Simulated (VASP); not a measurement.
Input for VASP

POSCAR:
```
LiH
1
    0.0000000000     2.0400000000     2.0400000000
    2.0400000000     0.0000000000     2.0400000000
    2.0400000000     2.0400000000     0.0000000000
Li H
1 1
Direct
  0.0000000000   0.0000000000   0.0000000000
  0.5000000000   0.5000000000   0.5000000000
```

**KPOINTS**
```
Automatic mesh
0
Gamma
8 8 8
0 0 0
```

INCAR:
```
SYSTEM = LiH
PREC = Accurate
ENCUT = 520
EDIFF = 1E-6
NELM = 100
ALGO = Normal
LREAL = .FALSE.
LASPH = .TRUE.
ISMEAR = 0
SIGMA = 0.05
GGA = PE
LWAVE = .FALSE.
LCHARG = .FALSE.
ISIF = 2
```

POTCAR, in this order: Li_sv H (PBE.64 set). Program: vasp_gam.

Output

standard output:
```
 POSCAR found type information on POSCAR LiH
 POSCAR found :  2 types and       2 ions
 Reading from existing POTCAR
 Reading from existing POTCAR
 LDA part: xc-table for (Slater+PW92), standard interpolation

 -----------------------------------------------------------------------------
|                                                                             |
|     EEEEEEE  RRRRRR   RRRRRR   OOOOOOO  RRRRRR      ###     ###     ###     |
|     E        R     R  R     R  O     O  R     R     ###     ###     ###     |
|     E        R     R  R     R  O     O  R     R     ###     ###     ###     |
|     EEEEE    RRRRRR   RRRRRR   O     O  RRRRRR       #       #       #      |
|     E        R   R    R   R    O     O  R   R                               |
|     E        R    R   R    R   O     O  R    R      ###     ###     ###     |
|     EEEEEEE  R     R  R     R  OOOOOOO  R     R     ###     ###     ###     |
|                                                                             |
|     You are using the Gamma-point-only version with more than one           |
|     k-point or some other non-Gamma k-point.                                |
|                                                                             |
|       ---->  I REFUSE TO CONTINUE WITH THIS SICK JOB ... BYE!!! <----       |
|                                                                             |
 -----------------------------------------------------------------------------
```

Question: From input and log, find the fault in this run and mend it.

Answer: The cause: the Γ-only program was given a k-mesh. VASP stops with an error: You are using the Gamma-point-only version with more than one k-point or some other non-Gamma k-point. ----> I REFUSE TO CONTINUE WITH THIS SICK JOB ... BYE!!! <---- To mend it, run vasp_std.

The mended run (PBE GGA, plane waves, VASP's PBE PAW potentials (set 64)) converges, and its OSZICAR ends with
```
   1 F= -.61218151E+01 E0= -.61218151E+01  d E =-.122465E-14
```

The compound is LiH in the rock salt structure. The cell was not relaxed at this level.
